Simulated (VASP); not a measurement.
OSZICAR of a VASP run on Zn$_{32}$AsSe$_{31}$:

File OSZICAR:
```
       N       E                     dE             d eps       ncg     rms          rms(c)
DAV:   1     0.698238537468E+04    0.69824E+04   -0.22057E+05   690   0.184E+03
DAV:   2     0.133986907685E+04   -0.56425E+04   -0.54773E+04   690   0.509E+02
DAV:   3    -0.340078382640E+02   -0.13739E+04   -0.12674E+04   755   0.200E+02
DAV:   4    -0.193893207692E+03   -0.15989E+03   -0.15750E+03   787   0.687E+01
DAV:   5    -0.198575112678E+03   -0.46819E+01   -0.46560E+01   764   0.112E+01    0.268E+01
RMM:   6    -0.188779343045E+03    0.97958E+01   -0.27710E+01   690   0.111E+01    0.206E+01
RMM:   7    -0.187972951340E+03    0.80639E+00   -0.11397E+01   690   0.599E+00    0.594E+00
RMM:   8    -0.188132897891E+03   -0.15995E+00   -0.19127E+00   700   0.238E+00    0.299E+00
RMM:   9    -0.188078727401E+03    0.54170E-01   -0.60319E-01   690   0.190E+00    0.168E+00
RMM:  10    -0.188065423672E+03    0.13304E-01   -0.12945E-01   695   0.944E-01    0.355E-01
RMM:  11    -0.188069018302E+03   -0.35946E-02   -0.27229E-02   708   0.300E-01    0.381E-01
RMM:  12    -0.188068238268E+03    0.78003E-03   -0.97468E-03   690   0.255E-01    0.752E-02
RMM:  13    -0.188068314756E+03   -0.76487E-04   -0.13028E-03   691   0.741E-02    0.765E-02
RMM:  14    -0.188068329832E+03   -0.15076E-04   -0.58477E-04   700   0.574E-02    0.149E-02
RMM:  15    -0.188068336932E+03   -0.71003E-05   -0.97035E-05   667   0.196E-02
   1 F= -.18806834E+03 E0= -.18806834E+03  d E =-.188068E+03
       N       E                     dE             d eps       ncg     rms          rms(c)
DAV:   1    -0.188262637193E+03   -0.19431E+00   -0.64038E+01   748   0.102E+01    0.127E+00
RMM:   2    -0.188308550009E+03   -0.45913E-01   -0.56818E-01   690   0.129E+00    0.507E-01
RMM:   3    -0.188311695859E+03   -0.31459E-02   -0.69023E-02   691   0.430E-01    0.317E-01
RMM:   4    -0.188311716761E+03   -0.20902E-04   -0.14565E-02   710   0.223E-01    0.276E-01
RMM:   5    -0.188311343464E+03    0.37330E-03   -0.45092E-03   692   0.102E-01    0.646E-02
RMM:   6    -0.188311430856E+03   -0.87392E-04   -0.10897E-03   709   0.443E-02    0.469E-02
RMM:   7    -0.188311430307E+03    0.54976E-06   -0.20904E-04   569   0.235E-02    0.215E-02
RMM:   8    -0.188311438266E+03   -0.79592E-05   -0.66125E-05   532   0.119E-02
   2 F= -.18831144E+03 E0= -.18831144E+03  d E =-.243101E+00
       N       E                     dE             d eps       ncg     rms          rms(c)
DAV:   1    -0.188349069428E+03   -0.37639E-01   -0.33398E+01   732   0.734E+00    0.911E-01
RMM:   2    -0.188369596861E+03   -0.20527E-01   -0.26276E-01   690   0.891E-01    0.357E-01
RMM:   3    -0.188370867967E+03   -0.12711E-02   -0.32936E-02   690   0.302E-01    0.222E-01
RMM:   4    -0.188370846380E+03    0.21588E-04   -0.70961E-03   706   0.156E-01    0.189E-01
RMM:   5    -0.188370679275E+03    0.16710E-03   -0.20254E-03   690   0.715E-02    0.494E-02
RMM:   6    -0.188370728574E+03   -0.49299E-04   -0.56229E-04   702   0.312E-02    0.339E-02
RMM:   7    -0.188370727058E+03    0.15155E-05   -0.89785E-05   542   0.161E-02
   3 F= -.18837073E+03 E0= -.18837073E+03  d E =-.302390E+00
       N       E                     dE             d eps       ncg     rms          rms(c)
DAV:   1    -0.188370997322E+03   -0.26875E-03   -0.23921E-01   756   0.625E-01    0.772E-02
RMM:   2    -0.188371143923E+03   -0.14660E-03   -0.18303E-03   690   0.761E-02    0.303E-02
RMM:   3    -0.188371152800E+03   -0.88768E-05   -0.24361E-04   628   0.270E-02    0.209E-02
RMM:   4    -0.188371152700E+03    0.99390E-07   -0.55856E-05   514   0.143E-02
   4 F= -.18837115E+03 E0= -.18837115E+03  d E =-.302816E+00
       N       E                     dE             d eps       ncg     rms          rms(c)
DAV:   1    -0.188387871378E+03   -0.16719E-01   -0.63565E+00   708   0.388E+00    0.439E-01
RMM:   2    -0.188392282542E+03   -0.44112E-02   -0.53181E-02   690   0.401E-01    0.158E-01
RMM:   3    -0.188392711495E+03   -0.42895E-03   -0.68733E-03   690   0.151E-01    0.109E-01
RMM:   4    -0.188392705422E+03    0.60735E-05   -0.12034E-03   708   0.707E-02    0.829E-02
RMM:   5    -0.188392673445E+03    0.31977E-04   -0.36800E-04   690   0.358E-02    0.237E-02
RMM:   6    -0.188392681711E+03   -0.82663E-05   -0.86133E-05   561   0.144E-02
   5 F= -.18839268E+03 E0= -.18839268E+03  d E =-.215290E-01
       N       E                     dE             d eps       ncg     rms          rms(c)
DAV:   1    -0.188395145292E+03   -0.24718E-02   -0.41967E+00   716   0.314E+00    0.353E-01
RMM:   2    -0.188398088480E+03   -0.29432E-02   -0.35439E-02   690   0.327E-01    0.131E-01
RMM:   3    -0.188398381243E+03   -0.29276E-03   -0.45848E-03   690   0.123E-01    0.923E-02
RMM:   4    -0.188398377205E+03    0.40376E-05   -0.81686E-04   708   0.586E-02    0.700E-02
RMM:   5    -0.188398355989E+03    0.21216E-04   -0.25457E-04   690   0.300E-02    0.197E-02
RMM:   6    -0.188398361833E+03   -0.58441E-05   -0.59347E-05   529   0.119E-02
   6 F= -.18839836E+03 E0= -.18839836E+03  d E =-.272091E-01
       N       E                     dE             d eps       ncg     rms          rms(c)
DAV:   1    -0.188400584985E+03   -0.22290E-02   -0.62987E-01   732   0.135E+00    0.214E-01
RMM:   2    -0.188401857109E+03   -0.12721E-02   -0.14436E-02   690   0.191E-01    0.735E-02
RMM:   3    -0.188401999753E+03   -0.14264E-03   -0.17843E-03   692   0.735E-02    0.551E-02
RMM:   4    -0.188402005318E+03   -0.55654E-05   -0.27907E-04   701   0.337E-02    0.410E-02
RMM:   5    -0.188402000377E+03    0.49408E-05   -0.70341E-05   556   0.170E-02
   7 F= -.18840200E+03 E0= -.18840200E+03  d E =-.363854E-02
       N       E                     dE             d eps       ncg     rms          rms(c)
DAV:   1    -0.188401122873E+03    0.88245E-03   -0.91437E-01   708   0.163E+00    0.262E-01
RMM:   2    -0.188402959753E+03   -0.18369E-02   -0.20934E-02   690   0.231E-01    0.920E-02
RMM:   3    -0.188403174536E+03   -0.21478E-03   -0.26217E-03   692   0.890E-02    0.671E-02
RMM:   4    -0.188403184931E+03   -0.10395E-04   -0.40968E-04   704   0.409E-02    0.490E-02
RMM:   5    -0.188403178755E+03    0.61762E-05   -0.98605E-05   612   0.206E-02
   8 F= -.18840318E+03 E0= -.18840318E+03  d E =-.481692E-02
       N       E                     dE             d eps       ncg     rms          rms(c)
DAV:   1    -0.188403181850E+03    0.30814E-05   -0.37160E-02   740   0.327E-01    0.509E-02
RMM:   2    -0.188403253851E+03   -0.72001E-04   -0.80914E-04   690   0.455E-02    0.142E-02
RMM:   3    -0.188403259860E+03   -0.60083E-05   -0.93302E-05   563   0.172E-02    0.117E-02
RMM:   4    -0.188403259925E+03   -0.65476E-07   -0.15576E-05   408   0.840E-03
   9 F= -.18840326E+03 E0= -.18840326E+03  d E =-.489809E-02
       N       E                     dE             d eps       ncg     rms          rms(c)
DAV:   1    -0.188403803257E+03   -0.54340E-03   -0.45943E-01   708   0.118E+00    0.102E-01
RMM:   2    -0.188404145478E+03   -0.34222E-03   -0.39317E-03   690   0.113E-01    0.398E-02
RMM:   3    -0.188404191852E+03   -0.46374E-04   -0.56973E-04   691   0.421E-02    0.278E-02
RMM:   4    -0.188404195486E+03   -0.36338E-05   -0.98536E-05   590   0.195E-02
  10 F= -.18840420E+03 E0= -.18840420E+03  d E =-.935560E-03
```

Problem. Which electronic solver shows in the log?

Solution. It is blocked Davidson (ALGO = Normal, or the opening steps of other solvers) and then RMM-DIIS (ALGO = Fast or VeryFast). The INCAR had ALGO = Fast.

Problem. Can the final energy be trusted as converged?

Solution. The run converged. It stopped with EDIFF = 1E-5, NELM = 100, NSW = 60 and EDIFFG = -0.03 after 10 ionic steps (PBE GGA, plane waves, VASP's PBE PAW potentials (set 64)). The cell is charged, with a uniform compensating background. The supercell is sampled at Γ alone, which is coarse: total energies, pressure and levels can be off, energies of defects by several tenths of an eV.

The cell is a supercell with a defect, built from ZnSe (zinc blende): As_Se, charge -1. The run is not spin-polarised, so no state with unpaired spins was tried.
